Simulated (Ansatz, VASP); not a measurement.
**One calculation of SbPPb3, two programs**

INCAR

```
SYSTEM = SbPPb3
PREC = Accurate
ENCUT = 520
EDIFF = 1E-6
ISMEAR = 0
SIGMA = 0.05
LREAL = .False.
LASPH = .True.
NELM = 100
ALGO = Normal
ISIF = 2
LWAVE = .False.
LCHARG = .False.
GGA = PE
NBANDS = 34
```

The input KPOINTS:

```
regular mesh
0
Gamma
  4 4 4
  0 0 0
```

The input POSCAR:

```
SbPPb3
1.0
    5.7718239884      0.0000000000      0.0000000000
    0.0000000000      5.7718239884      0.0000000000
    0.0000000000      0.0000000000      5.7718239884
P Sb Pb
1 1 3
Direct
    0.0000000000      0.0000000000      0.0000000000
    0.5000000000      0.5000000000      0.5000000000
    0.5000000000      0.5000000000      0.0000000000
    0.5000000000      0.0000000000      0.5000000000
    0.0000000000      0.5000000000      0.5000000000
```

Input for Ansatz:

```yaml
crystal:
  lattice:
    - [5.7718239884, 0.0, 0.0]
    - [0.0, 5.7718239884, 0.0]
    - [0.0, 0.0, 5.7718239884]
  atoms:
    - { symbol: P, position: [0.0, 0.0, 0.0] }
    - { symbol: Sb, position: [0.5, 0.5, 0.5] }
    - { symbol: Pb, position: [0.5, 0.5, 0.0] }
    - { symbol: Pb, position: [0.5, 0.0, 0.5] }
    - { symbol: Pb, position: [0.0, 0.5, 0.5] }
basis:
  ecutwfc: 420
kpoints:
  mp_grid: { grid: [4, 4, 4] }
hamiltonian:
  xc: pbe
scf:
  occupations: { method: gaussian, width: 0.05 }
output:
  forces: true
  stress: true
  eigenvalues: true
```

The cell comes from a database or a generator and needn't be the stable form of this composition.

Alike in both runs: task single point; functional PBE; k mesh 4 × 4 × 4; occupations gaussian, width 0.05 eV; no spin polarisation.

|  | VASP | Ansatz |
| --- | --- | --- |
| version | VASP 6.6.1 | Ansatz 0.2.0 |
| potentials or method | VASP PAW PBE potentials, release 64 (P, Sb, Pb_d) | scalar-relativistic, plane waves, PAW |
| plane-wave cutoff (eV) | 520 | 420 |
| valence electrons in the cell | 52 | 62 |

|  | VASP | Ansatz | Ansatz less VASP |
| --- | --- | --- | --- |
| gap on the k mesh at the Fermi level (eV) | none | none | - |
| pressure (GPa) | 0.4 | 0.4 | +0.06 |

A gap of «none» marks a metal or a gap that the smearing closes. The two sets of potentials don't hold the same shells in valence.

The runs have no spin-orbit coupling, so splittings on Pb, Sb are missing.
